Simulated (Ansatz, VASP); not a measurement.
# C (amorphous carbon): VASP beside Ansatz

Aim: how closely do two programs agree when they are given the same cell, functional and k mesh? The cell is taken from a series of runs on this material, whose earlier steps may have relaxed, scaled, displaced or heated it; both programs get it as it stands.

Method: plane waves, with VASP 6.6.1 beside it; single point at PBE, in Ansatz 0.2.0.

### 1. Starting point

The cell holds 160 atoms: 160 C. Cell: a = 12.112 Å, b = 12.112 Å, c = 12.112 Å, α = 90.0°, β = 90.0°, γ = 90.0°. As first built, before any earlier steps moved the atoms (in the runner's words): 160 atoms (160 C) placed at random at 1.8 g/cm^3, melted at 5500 K for 10 ps at fixed volume with the LCBOP (Los and Fasolino, Phys. Rev. B 68, 024107 (2003)). Quenched from 4800 K to 300 K at 500 K/ps and fixed volume, held 5 ps, then minimised at fixed cell.

### 2. VASP: single point, PBE

With cell and atoms fixed, the geometry can't cause a difference; cores, projectors, grids and the points listed under the comparison can.

Lines of VASP's logs that name or quote its potential files are left out, and so is its time.

INCAR

```
SYSTEM = C
PREC = Accurate
ENCUT = 600
EDIFF = 1E-06
NELM = 120
ISMEAR = 0
SIGMA = 0.025
LREAL = Auto
ALGO = Normal
GGA = PE
NBANDS = 432
LORBIT = 11
LWAVE = .FALSE.
LCHARG = .FALSE.
ISIF = 2
LASPH = .TRUE.
GGA_COMPAT = .FALSE.
```

POSCAR

```
C
1.0
   12.1119000000      0.0000000000      0.0000000000
    0.0000000000     12.1119000000      0.0000000000
    0.0000000000      0.0000000000     12.1119000000
C
160
Direct
    0.6117700000      0.8691400000      0.6133000000
    0.8496000000      0.6445500000      0.8116700000
    0.4188200000      0.3258200000      0.0543200000
    0.1972300000      0.2947900000      0.3586800000
    0.9643300000      0.7501400000      0.1858100000
    0.7618000000      0.0201000000      0.5657600000
    0.9035800000      0.1477700000      0.2666300000
    0.5034200000      0.4300600000      0.6924100000
    0.8163700000      0.1393200000      0.8458000000
    0.0390900000      0.3149100000      0.2279000000
    0.8183100000      0.7612600000      0.8316100000
    0.8386400000      0.9469800000      0.2713700000
    0.9990100000      0.2354700000      0.8030800000
    0.2286600000      0.9773800000      0.4924300000
    0.1931500000      0.5102200000      0.1053700000
    0.6029900000      0.1412800000      0.2198100000
    0.2542400000      0.6194700000      0.7938900000
    0.2117000000      0.3113800000      0.8476700000
    0.3648400000      0.0847900000      0.0297500000
    0.3151800000      0.0198300000      0.8277400000
    0.1596800000      0.6081800000      0.6035800000
    0.0818900000      0.3399700000      0.3388700000
    0.9417300000      0.5814700000      0.5549000000
    0.0777600000      0.7662400000      0.3668000000
    0.8370400000      0.8469400000      0.0515800000
    0.9385300000      0.3393600000      0.7569400000
    0.2269300000      0.3163800000      0.4767500000
    0.5500100000      0.9833100000      0.0178200000
    0.8020900000      0.2073000000      0.6568500000
    0.4406500000      0.9933300000      0.0699600000
[... 124 atom lines left out ...]
    0.5770000000      0.4543400000      0.0211800000
    0.2533600000      0.8615300000      0.2990300000
    0.1209800000      0.2331900000      0.7999900000
    0.7140300000      0.7847200000      0.8996000000
    0.5082300000      0.8389900000      0.6740100000
    0.6672600000      0.5708900000      0.7409800000
```

KPOINTS

```
Automatic mesh
0
Gamma
1 1 1
0 0 0
```

PAW data sets: C (PBE family, release 64).

Command:

```
$ export OMP_NUM_THREADS=3
$ mpirun -np 1 vasp_gam
```

Numbers of over 12 decimals in the logs are rounded to 6 here.

What it wrote:

```text
[banner, memory and clock lines left out]
running    1 mpi-ranks, on    1 nodes
[...]
Offloading initialized ...    1 GPUs detected
[...]
LDA part: xc-table for (Slater+PW92), standard interpolation
 POSCAR, INCAR and KPOINTS ok, starting setup
[...]
entering main loop
       N       E                     dE             d eps       ncg     rms          rms(c)
DAV:   1     0.484956527833E+04    0.48496E+04   -0.38533E+05   864   0.160E+03
DAV:   2    -0.861481255872E+03   -0.57110E+04   -0.53955E+04  1120   0.340E+02
DAV:   3    -0.135080107507E+04   -0.48932E+03   -0.47088E+03  1016   0.985E+01
DAV:   4    -0.136809971867E+04   -0.17299E+02   -0.17093E+02  1104   0.194E+01
[...]
DAV:  22    -0.130327658331E+04    0.70377E-05   -0.18039E-05   880   0.855E-03    0.652E-03
DAV:  23    -0.130327658050E+04    0.28166E-05   -0.44240E-06   824   0.401E-03    0.399E-03
DAV:  24    -0.130327657977E+04    0.72604E-06   -0.10721E-06   552   0.206E-03
   1 F= -.13032766E+04 E0= -.13032663E+04  d E =-.205974E-01
```

From OUTCAR (step 2):

```text
  FREE ENERGIE OF THE ION-ELECTRON SYSTEM (eV)
  ---------------------------------------------------
  free  energy   TOTEN  =     -1303.2765797721 eV

  energy  without entropy=    -1303.2559824034  energy(sigma->0) =    -1303.26628109
```

The run ends at a pressure of -16.59 GPa, with forces up to 5.9 eV/Å.

### 3. Ansatz: single point, PBE

Ansatz runs on its default PAW (the set named soft_2) files.

The same cell, functional, mesh and smearing now go to Ansatz, which takes its cutoff from its data sets.

input.yaml

```yaml
crystal:
  lattice:
    - [12.1119, 0.0, 0.0]
    - [0.0, 12.1119, 0.0]
    - [0.0, 0.0, 12.1119]
  atoms:
    - { symbol: C, position: [0.61177, 0.86914, 0.6133] }
    - { symbol: C, position: [0.8496, 0.64455, 0.81167] }
    - { symbol: C, position: [0.41882, 0.32582, 0.05432] }
    - { symbol: C, position: [0.19723, 0.29479, 0.35868] }
    - { symbol: C, position: [0.96433, 0.75014, 0.18581] }
    - { symbol: C, position: [0.7618, 0.0201, 0.56576] }
    - { symbol: C, position: [0.90358, 0.14777, 0.26663] }
    - { symbol: C, position: [0.50342, 0.43006, 0.69241] }
    - { symbol: C, position: [0.81637, 0.13932, 0.8458] }
    - { symbol: C, position: [0.03909, 0.31491, 0.2279] }
    - { symbol: C, position: [0.81831, 0.76126, 0.83161] }
    - { symbol: C, position: [0.83864, 0.94698, 0.27137] }
    - { symbol: C, position: [0.99901, 0.23547, 0.80308] }
    - { symbol: C, position: [0.22866, 0.97738, 0.49243] }
    - { symbol: C, position: [0.19315, 0.51022, 0.10537] }
    - { symbol: C, position: [0.60299, 0.14128, 0.21981] }
    - { symbol: C, position: [0.25424, 0.61947, 0.79389] }
    - { symbol: C, position: [0.2117, 0.31138, 0.84767] }
    - { symbol: C, position: [0.36484, 0.08479, 0.02975] }
    - { symbol: C, position: [0.31518, 0.01983, 0.82774] }
    - { symbol: C, position: [0.15968, 0.60818, 0.60358] }
    - { symbol: C, position: [0.08189, 0.33997, 0.33887] }
    - { symbol: C, position: [0.94173, 0.58147, 0.5549] }
    - { symbol: C, position: [0.07776, 0.76624, 0.3668] }
    - { symbol: C, position: [0.83704, 0.84694, 0.05158] }
    - { symbol: C, position: [0.93853, 0.33936, 0.75694] }
    - { symbol: C, position: [0.22693, 0.31638, 0.47675] }
    - { symbol: C, position: [0.55001, 0.98331, 0.01782] }
    - { symbol: C, position: [0.80209, 0.2073, 0.65685] }
    - { symbol: C, position: [0.44065, 0.99333, 0.06996] }
[... 124 atom lines left out ...]
    - { symbol: C, position: [0.577, 0.45434, 0.02118] }
    - { symbol: C, position: [0.25336, 0.86153, 0.29903] }
    - { symbol: C, position: [0.12098, 0.23319, 0.79999] }
    - { symbol: C, position: [0.71403, 0.78472, 0.8996] }
    - { symbol: C, position: [0.50823, 0.83899, 0.67401] }
    - { symbol: C, position: [0.66726, 0.57089, 0.74098] }
kpoints:
  mp_grid: { grid: [1, 1, 1] }
hamiltonian:
  xc: pbe
scf:
  occupations: { method: gaussian, width: 0.025 }
output:
  forces: true
  stress: true
  populations: true
  dos:
    method: { smearing: { sigma: 0.15 } }
    de: 0.1
    projected: { site_lists: { C: [C] } }
  eigenvalues: true
  write_density: true
  write_potential: true
  volumetric_format: npy
```

Command:

```
$ ansatz run input.yaml --threads 4 --pin off --max-ram 8192MiB --backend cpu --events-out ev --progress --plain --runs-dir out
```

What it wrote:

```text
Engine: ansatz 0.2.0, x86_64-unknown-linux-gnu
Pseudopotentials: kind: paw
Pseudopotential: C, paw, valence charge 4, recommended cutoff 420 eV (normal), C.paw.azcp
Functional definition: PBE
  parameter kappa = 0.804
  parameter beta = 0.066725
  exchange = pbe_x(kappa = kappa, mu = beta*pi^2/3)
  correlation = pbe_c(beta = beta)
Crystal: 160 atoms, lattice volume = 1776.793 Å³
Basis set: ecut = 420 eV, 34697 PW (Γ), exchange–correlation on 162×162×162 points (8 copies of the dense FFT grid, shifted against one another)
Bands: 480, of which v1, the nominal top of the filled ones, is band 320 counted from 1 (319 counted from 0)
Symmetry: 1 space group operations
Space group: P1 (ITA 1), of the structure as read, at distance tolerance 1.2e-4 Å
k-points: 1
Non-local potential: C, projectors of the file, l = 0: 2, l = 1: 2, l = 2: 1
PAW form: soft (Blöchl's): semilocal exchange-correlation on the pseudo side does not see the compensation charge
PAW one-centre angular grid: C, 110 points (default); XC on 64 Gauss nodes
Initial density: superposition of atomic densities (neutral atoms: chi_scale 0, normalization atom), corrected by the library's trained network
Initial wavefunctions: pseudopotential atomic-orbital guess
Functional: x = pbe(κ = 0.804, μ = 0.219515), c = pbe(β = 0.066725)
SCF iter   1: F=—  HF=-39977.782406 eV  |F-HF|=—  |Δ(HF+E_count)|=         —  Δρ=1.42e-2  dr2=6.02e0  ethr=1.77e-3  ⟨swp⟩=6.0  Hψ=2109  notcnv=0  defer=91
preconditioner: auto → LDOS  [insulator: Δε(μ)=0.032 eV  Ē_g=13.063 eV  σ=0.025 eV  W_gap=0.64  n_scr=364 (ndim 8)  ℏωp=22.3 eV  f_vac=0.134  D(μ)=59.61/eV (n_scr^D=460)  ε∞_Penn≈3.9  β→1.0]
SCF iter   2: F=—  HF=-39977.270909 eV  |F-HF|=—  |Δ(HF+E_count)|=   5.11e-1  Δρ=7.58e-3  dr2=1.67e0  ethr=9.41e-4  ⟨swp⟩=3.0  Hψ=806  notcnv=0  defer=145
SCF iter   3: F=—  HF=-39977.114344 eV  |F-HF|=—  |Δ(HF+E_count)|=   1.57e-1  Δρ=3.94e-3  dr2=5.10e-1  ethr=2.61e-4  ⟨swp⟩=2.0  Hψ=540  notcnv=0  defer=145
SCF iter   4: F=—  HF=-39977.094281 eV  |F-HF|=—  |Δ(HF+E_count)|=   2.01e-2  Δρ=2.80e-3  dr2=2.65e-1  ethr=7.97e-5  ⟨swp⟩=2.0  Hψ=589  notcnv=0  defer=145
SCF iter   5: F=—  HF=-39977.085033 eV  |F-HF|=—  |Δ(HF+E_count)|=   9.25e-3  Δρ=1.65e-3  dr2=8.87e-2  ethr=4.15e-5  ⟨swp⟩=2.0  Hψ=400  notcnv=0  defer=145
SCF iter   6: F=—  HF=-39977.083551 eV  |F-HF|=—  |Δ(HF+E_count)|=   1.48e-3  Δρ=8.33e-4  dr2=2.06e-2  ethr=1.39e-5  ⟨swp⟩=2.0  Hψ=401  notcnv=0  defer=145
SCF iter   7: F=—  HF=-39977.082907 eV  |F-HF|=—  |Δ(HF+E_count)|=   6.44e-4  Δρ=4.05e-4  dr2=4.83e-3  ethr=3.22e-6  ⟨swp⟩=2.0  Hψ=608  notcnv=0  defer=145
SCF iter   8: F=—  HF=-39977.082759 eV  |F-HF|=—  |Δ(HF+E_count)|=   1.48e-4  Δρ=1.77e-4  dr2=8.44e-4  ethr=7.55e-7  ⟨swp⟩=2.0  Hψ=401  notcnv=0  defer=145
SCF iter   9: F=—  HF=-39977.082727 eV  |F-HF|=—  |Δ(HF+E_count)|=   3.20e-5  Δρ=9.13e-5  dr2=2.19e-4  ethr=1.32e-7  ⟨swp⟩=2.0  Hψ=504  notcnv=0  defer=145
SCF iter  10: F=—  HF=-39977.082755 eV  |F-HF|=—  |Δ(HF+E_count)|=   2.83e-5  Δρ=4.99e-5  dr2=6.63e-5  ethr=3.43e-8  ⟨swp⟩=2.0  Hψ=575  notcnv=0  defer=145
SCF iter  11: F=—  HF=-39977.086256 eV  |F-HF|=—  |Δ(HF+E_count)|=   3.50e-3  Δρ=2.83e-5  dr2=2.35e-5  ethr=1.04e-8  ⟨swp⟩=2.0  Hψ=769  notcnv=0  defer=145
SCF iter  12: F=—  HF=-39977.086255 eV  |F-HF|=—  |Δ(HF+E_count)|=   1.07e-6  Δρ=1.60e-5  dr2=7.76e-6  ethr=3.67e-9  ⟨swp⟩=2.0  Hψ=412  notcnv=0  defer=145
SCF iter  13: F=—  HF=-39977.086255 eV  |F-HF|=—  |Δ(HF+E_count)|=   2.25e-7  Δρ=1.00e-5  dr2=3.01e-6  ethr=1.21e-9  ⟨swp⟩=2.0  Hψ=571  notcnv=0  defer=145
SCF iter  14: F=—  HF=-39977.086255 eV  |F-HF|=—  |Δ(HF+E_count)|=   1.46e-7  Δρ=6.54e-6  dr2=1.35e-6  ethr=4.70e-10  ⟨swp⟩=2.0  Hψ=573  notcnv=0  defer=145
SCF iter  15: F=—  HF=-39977.086255 eV  |F-HF|=—  |Δ(HF+E_count)|=   7.82e-8  Δρ=3.83e-6  dr2=4.44e-7  ethr=2.12e-10  ⟨swp⟩=2.0  Hψ=574  notcnv=0  defer=145
SCF iter  16: F=—  HF=-39977.086255 eV  |F-HF|=—  |Δ(HF+E_count)|=   2.46e-8  Δρ=2.19e-6  dr2=1.38e-7  ethr=6.93e-11  ⟨swp⟩=2.0  Hψ=494  notcnv=0  defer=145
SCF iter  17: F=-39977.086255 eV  HF=-39977.086255 eV  |F-HF|=2.23e-8  |Δ(HF+E_count)|=   1.12e-8  Δρ=1.03e-6  dr2=2.98e-8  ethr=1.56e-11  ⟨swp⟩=31.0  Hψ=4273  notcnv=0
SCF 1 converged in 17 iterations: F = -39977.086255 eV  dr2 = 2.98e-8
  greatest PAW one-centre occupation: 0.690 electrons in one spin orbital (limit 2), on the C atom at site 94 (counted from 0), in its partial waves of l = 0
[...]
atom 157  C      0.90930437     0.22289643    -0.10473011
  atom 158  C     -0.45512892     1.00493647     0.85737629
  atom 159  C     -0.95187251    -0.71111726    -2.53792032
  atom 160  C     -0.09386267    -0.05008489    -2.09551456
  max |Σ_I F_I| component: 3.84e-5 eV/Å
--- Stress (GPa, compression-positive) ---
      -15.363557      -2.038402       0.952108
       -2.038402     -16.083827      -0.589854
        0.952108      -0.589854     -18.225074
  P = ⅓ Tr σ = -16.5575 GPa (-165.575 kbar)
--- Band table (eV) ---
  k-point 0: bands = [... 316 lower, 4.3282, 4.3656, 4.3824, 4.4464, 4.4747, 4.5196, 4.5435, 4.6336, ... 156 higher]
--- Löwdin populations: 160 sites ---
  site symbol       q [e]
     0      C      3.9945
     1      C      3.9183
     2      C      3.9919
     3      C      3.9622
     4      C      3.9755
     5      C      3.9681
     6      C      3.9915
     7      C      3.9784
     8      C      3.9613
     9      C      3.9354
    10      C      4.0246
    11      C      3.9630
    12      C      3.9369
    13      C      4.0069
    14      C      3.9627
    15      C      3.9760
    16      C      3.9623
    17      C      3.9897
    18      C      3.9590
    19      C      3.9770
    20      C      3.9616
    21      C      3.9864
    22      C      3.9807
    23      C      3.9136
[...]
152      C      3.9846
   153      C      3.9596
   154      C      3.9820
   155      C      3.9745
   156      C      3.9578
   157      C      3.9404
   158      C      3.9490
   159      C      3.9563
  spilling = 0.009309 (of n_electrons = 640.000000)
```

### 4. Differences

Known differences besides the potentials themselves: the cutoff is 420 eV in Ansatz and 600 eV in VASP (PREC = Accurate, projectors in real space). Total energies have different zeros and are not compared.

The two programs side by side:

| quantity | Ansatz | VASP | difference |
| --- | --- | --- | --- |
| pressure (GPa) | -16.56 | -16.59 | +0.04 |

Forces on 10 of the 160 atoms, those with the largest forces and the largest differences (eV/Å; atoms numbered as in POSCAR):

```csv
atom,"Ansatz x, y, z","VASP x, y, z"
C14,"-0.255, -2.444, -4.841","-0.251, -2.436, -4.838"
C35,"-1.410, 2.332, -3.817","-1.426, 2.324, -3.822"
C37,"-0.854, -0.477, 0.240","-0.824, -0.486, 0.250"
C44,"0.415, 1.304, 5.357","0.415, 1.311, 5.354"
C63,"-2.325, -3.541, 1.633","-2.325, -3.554, 1.634"
C84,"4.349, -2.404, 3.136","4.355, -2.402, 3.133"
C126,"0.543, 2.044, 0.041","0.527, 2.007, 0.024"
C139,"-0.186, -1.600, 0.789","-0.182, -1.571, 0.769"
C144,"3.660, -0.891, -1.891","3.635, -0.886, -1.880"
C148,"-0.610, 0.822, -4.593","-0.625, 0.817, -4.598"
```

The forces differ by 9.4 meV/Å r.m.s., which is 0.7 % of the r.m.s. force of 1.384 eV/Å (both taken over all components).

### 5. Results

```json
{
  "r.m.s. force difference (single point, PBE)": "0.68 % of the r.m.s. force"
}
```

In words: The r.m.s. force difference is 0.68 % of the r.m.s. force (single point, PBE), within the 3 % picked in this series as the mark of a large difference. Such differences can come from data sets, numerical settings and the points named under the comparisons, not from the functional's error against experiment.

[Lines on the potential files, build, host, timing and source positions are cut from VASP's logs without a mark.]

[Logs are printed without paths, hosts, clocks, repeated set-up lines and the standing remarks that a program may print on its own settings, such as how far it seeks lower states.]

[Hosts, paths, dates, database ids (printed as entryN), source tags and the programs' standing remarks are cut or masked in the printed files.]
